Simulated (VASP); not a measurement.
The system is LaBi.

```
La Bi
1.0
     0.00000    3.28250    3.28250
     3.28250    0.00000    3.28250
     3.28250    3.28250    0.00000
La Bi
1 1
Cartesian
  0.0000 0.0000 0.0000
  3.2825 3.2825 3.2825
```

| Item | Value |
| --- | --- |
| Program | VASP 6.6.1 |
| Task | relaxation of cell and atoms |
| Functional | r2SCAN |
| Potentials or basis | VASP PAW PBE potentials, release 64 (La, Bi_d) |
| Cutoff | 600 eV |
| k mesh | 12 × 12 × 12 |
| Occupations | gaussian, width 0.1 eV |
| Spin | no spin polarisation |

At the start: pressure 2.3 GPa; volume 35.37 Å³/atom.

Problem. Where does the relaxation end?

Solution. Over 3 steps the energy falls by 10.6 meV/atom and the volume is 36.88 Å³/atom (+4.3 %); space group Fm-3m (No. 225, to 0.05 Å).

Step by step:
| step | energy change (eV) | largest force (eV/Å) | pressure (GPa) | volume (Å³) |
| --- | --- | --- | --- | --- |
| 1 | 0.0000 | 0.0000 | 2.33 | 70.74 |
| 2 | -0.0095 | 0.0000 | -1.52 | 76.14 |
| 3 | -0.0212 | 0.0000 | 0.00 | 73.76 |

Final structure:
```cif
data_structure
_symmetry_space_group_name_H-M 'P 1'
_symmetry_Int_Tables_number 1
_cell_length_a 4.7074
_cell_length_b 4.7074
_cell_length_c 4.7074
_cell_angle_alpha 60.000
_cell_angle_beta 60.000
_cell_angle_gamma 60.000
_cell_volume 73.76
loop_
_atom_site_label
_atom_site_type_symbol
_atom_site_fract_x
_atom_site_fract_y
_atom_site_fract_z
_atom_site_occupancy
La1 La 0.00000 0.00000 0.00000 1
Bi1 Bi 0.50000 0.50000 0.50000 1
```

Caveat: the PAW data sets were made with another functional, which shifts forces and pressure a little.
